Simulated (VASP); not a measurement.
All values below come from AM05 GGA, VASP's PBE PAW potentials (set 64) (plane waves; VASP).

A VASP calculation is set up with these files.

INCAR:
```
! general
SYSTEM  = CdS
PREC    = Accurate
ENCUT   = 520   ! plane-wave cut-off (eV)
LREAL   = .False.   ! projection in real space or not
LASPH   = .True.
ICHARG  = 11

! electronic loop
EDIFF   = 1E-7   ! SCF stop (eV)
NELM    = 100
ALGO    = Normal
LMAXMIX = 4   ! l cut-off of mixed one-centre charges

! smearing
ISMEAR  = 0   ! Gaussian
SIGMA   = 0.05   ! width (eV)

! functional
GGA     = AM

! output
LWAVE   = .False.
LCHARG  = .False.
LORBIT  = 11
```

File KPOINTS:
```
k-points along high-symmetry lines
10
Line-mode
Reciprocal
  0.000000   0.000000   0.000000 ! GAMMA
  0.000000   0.500000   0.000000 ! M

  0.000000   0.500000   0.000000 ! M
 -0.333333   0.666667   0.000000 ! K

 -0.333333   0.666667   0.000000 ! K
  0.000000   0.000000   0.000000 ! GAMMA

  0.000000   0.000000   0.000000 ! GAMMA
  0.000000   0.000000   0.500000 ! A

  0.000000   0.000000   0.500000 ! A
  0.000000   0.500000   0.500000 ! L

  0.000000   0.500000   0.500000 ! L
 -0.333333   0.666667   0.500000 ! H

 -0.333333   0.666667   0.500000 ! H
  0.000000   0.000000   0.500000 ! A

  0.000000   0.500000   0.500000 ! L
  0.000000   0.500000   0.000000 ! M

 -0.333333   0.666667   0.500000 ! H
 -0.333333   0.666667   0.000000 ! K
```

### POSCAR
```
CdS
1.0
  2.0733958574  -3.5912267968   0.0000000000
  2.0733958574   3.5912267968   0.0000000000
  0.0000000000   0.0000000000   6.7390083017
Cd S
2 2
Cartesian
  2.0733958574  -1.1970779931   3.3695598050
  2.0733958574   1.1970779931   0.0000556541
  2.0733958574  -1.1970779931   5.9100546265
  2.0733958574   1.1970779931   2.5405504756
```

POTCAR, in this order: Cd S (PBE.64 set). Program: vasp_std. Read from the step before: CHGCAR.

The run wrote:

**OSZICAR**
```
       N       E                     dE             d eps       ncg     rms          rms(c)
DAV:   1     0.248594943852E+03    0.24859E+03   -0.18012E+04  3960   0.150E+03
DAV:   2     0.123591357110E+01   -0.24736E+03   -0.24212E+03  4470   0.363E+02
DAV:   3    -0.118556937010E+02   -0.13092E+02   -0.13011E+02  4740   0.828E+01
DAV:   4    -0.120026012659E+02   -0.14691E+00   -0.14679E+00  4600   0.852E+00
DAV:   5    -0.120051023125E+02   -0.25010E-02   -0.25009E-02  4808   0.106E+00
DAV:   6    -0.120051742318E+02   -0.71919E-04   -0.71915E-04  4664   0.170E-01
DAV:   7    -0.120051767589E+02   -0.25271E-05   -0.25271E-05  4842   0.282E-02
DAV:   8    -0.120051768584E+02   -0.99471E-07   -0.99477E-07  4600   0.518E-03
   1 F= -.12005177E+02 E0= -.12005177E+02  d E =-.172507E-15
```

OUTCAR:
```
 val. band max:        1.1849120075   @ k =   0.0000   0.0000   0.0000

 cond. band min:       2.3727355562   @ k =   0.0000   0.0000   0.0000



 k-point     1 :       0.0000    0.0000    0.0000
  band No.  band energies     occupation
      1     -11.0932      2.00000
      2     -10.6648      2.00000
      3      -6.4978      2.00000
      4      -6.4938      2.00000
      5      -6.4938      2.00000
      6      -6.4115      2.00000
      7      -6.4115      2.00000
      8      -6.0834      2.00000
      9      -6.0834      2.00000
     10      -5.9926      2.00000
     11      -5.9926      2.00000
     12      -5.6467      2.00000
     13      -3.1666      2.00000
     14       0.4302      2.00000
     15       0.4302      2.00000
     16       1.1459      2.00000
     17       1.1849      2.00000
     18       1.1849      2.00000
     19       2.3727      0.00000
     20       3.9176      0.00000
     21       7.6067      0.00000
     22       7.6068      0.00000

 k-point     2 :       0.0000    0.0556    0.0000
  band No.  band energies     occupation
      1     -11.0821      2.00000
      2     -10.6598      2.00000
      3      -6.4965      2.00000
      4      -6.4891      2.00000
      5      -6.4835      2.00000
      6      -6.4065      2.00000
      7      -6.4051      2.00000
      8      -6.0858      2.00000
      9      -6.0836      2.00000
     10      -5.9978      2.00000
     11      -5.9916      2.00000
     12      -5.6389      2.00000
     13      -3.1451      2.00000
     14       0.2897      2.00000
     15       0.3897      2.00000
     16       0.9479      2.00000
     17       1.1247      2.00000
     18       1.1624      2.00000
     19       2.6019      0.00000
     20       4.0548      0.00000
     21       7.4843      0.00000
     22       7.6573      0.00000

 k-point     3 :       0.0000    0.1111    0.0000
  band No.  band energies     occupation
      1     -11.0496      2.00000
      2     -10.6456      2.00000
...
```

The density is held fixed in this step, so its total energy and stress have no physical meaning.

The compound is CdS in the wurtzite structure. It was relaxed first.
